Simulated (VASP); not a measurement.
MgS (relaxed from the zinc blende structure, space group F-43m) is relaxed at rising pressure, each step from the one before. Symmetry mostly holds the structure type, and other phases were not tried. The mesh follows the cell, and a change of mesh leaves a small step in the series.

Given:

```
MgS
1.0
    0.00000     2.82466     2.82466
    2.82466     0.00000     2.82466
    2.82466     2.82466     0.00000
Mg S
1 1
Cartesian
  0.00000   0.00000   0.00000
  1.41233   1.41233   1.41233
```

The numbers are results of PBEsol GGA, VASP's PBE PAW potentials (set 64) (plane waves; VASP), not measurements. Settings: 500 eV cut-off, 8×8×8 Γ-centred mesh, Gaussian smearing of 0.050 eV, potentials Mg S.

| P (GPa) | V (Å³/atom) | H − H(0) (eV/atom) | space group | k-mesh |
|---|---|---|---|---|
| 0 | 22.54 | 0.000 | F-43m | 8×8×8 |
| 5 | 20.93 | 0.677 | F-43m | 8×8×8 |
| 10 | 19.77 | 1.312 | F-43m | 8×8×8 |
| 20 | … | … | F-43m | 9×9×9 |
| 30 | … | … | F-43m | 9×9×9 |
| 45 | 15.63 | 5.102 | F-43m | 9×9×9 |

Question: Complete the blanks.

Answer: 
- 20, V (Å³/atom): 18.10
- 20, H − H(0) (eV/atom): 2.490
- 30, V (Å³/atom): 16.92
- 30, H − H(0) (eV/atom): 3.582

Pressures at which the relaxation failed are left out.

The structure was generated: MgS was put into the zinc blende type (F-43m), which need not be its known phase.
